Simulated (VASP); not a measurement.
Shape and ions are relaxed at each volume.

Consider the following.

```cif
data_Ga2N2
_chemical_formula_sum 'Ga2 N2'
_space_group_name_H-M_alt 'P 1'
_space_group_IT_number 1
_cell_length_a 3.21869
_cell_length_b 3.21869
_cell_length_c 5.24423
_cell_angle_alpha 90.000
_cell_angle_beta 90.000
_cell_angle_gamma 120.000
loop_
_space_group_symop_operation_xyz
  'x, y, z'
loop_
_atom_site_label
_atom_site_type_symbol
_atom_site_fract_x
_atom_site_fract_y
_atom_site_fract_z
_atom_site_occupancy
Ga1 Ga 0.66667 0.33333 0.50009 1
Ga2 Ga 0.33333 0.66667 0.00009 1
N1 N 0.66667 0.33333 0.87691 1
N2 N 0.33333 0.66667 0.37691 1
```

These are PW91 GGA, VASP's PBE PAW potentials (set 64) (plane waves; VASP 6.6.1) values and carry that method's errors. Run with 520 eV cut-off, 8×8×4 Γ-centred mesh, Gaussian smearing of 0.050 eV, potentials Ga_d N.

### Question
Give the energy at these volumes per atom, relative to the lowest: 11.05, 11.40, 11.75, 12.10, 12.46 Å³.

### Answer
26.3, 6.4, 0.0, 5.0, 19.8 meV/atom. A third-order Birch-Murnaghan fit gives B0 = 172 GPa and B0′ = 4.4.

The compound is GaN in the wurtzite structure. It was relaxed first.
